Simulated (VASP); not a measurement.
A run of VASP 6.6.1 is set up as follows.

The input INCAR:

```
SYSTEM = H2O
  ALGO = Normal
  EDIFF = 1E-6
  ENCUT = 400
  GGA = RP
  ISIF = 2
  ISMEAR = 0
  ISYM = 0
  LASPH = .TRUE.
  LCHARG = .FALSE.
  LREAL = .FALSE.
  LWAVE = .FALSE.
  NBANDS = 11
  NELM = 100
  PREC = Accurate
  SIGMA = 0.01
```

The input KPOINTS:

```
k-points
0
G
  1 1 1
  0 0 0
```

POSCAR

```
H2O                                     
1.0
   12.0145847441      0.0000000000      0.0000000000
    0.0000000000     12.5145847441      0.0000000000
    0.0000000000      0.0000000000     13.0145847441
  O               H             
     1     2
Selective dynamics
Direct
     0.5024678145000010    0.4982754151999984    0.5285342227999976   F   F   F
     0.4962411910111757    0.5675178108578427    0.4950717666896859   T   T   T
     0.5009411419750280    0.4469963100358348    0.4723833046154108   T   T   T
```

Potentials or basis: VASP PAW PBE potentials, release 64 (O, H).

The run is started by

```bash
$ cat potpaw_PBE.64/O/POTCAR potpaw_PBE.64/H/POTCAR > POTCAR
$ mpirun -np 4 vasp_gam > vasp.out
```

Question: What does it give for the gap between the frontier levels?

Answer: 6.08 eV.

Question: What does it give for the largest force?

Answer: 0.040 eV/Å.

Forces in eV/Å, atoms in the order of the input:
```
O    0.003 -0.008  0.039
H   -0.001  0.000 -0.021
H   -0.002  0.009 -0.018
```

Caveat: the PAW data sets were made with another functional, which shifts forces and pressure a little.
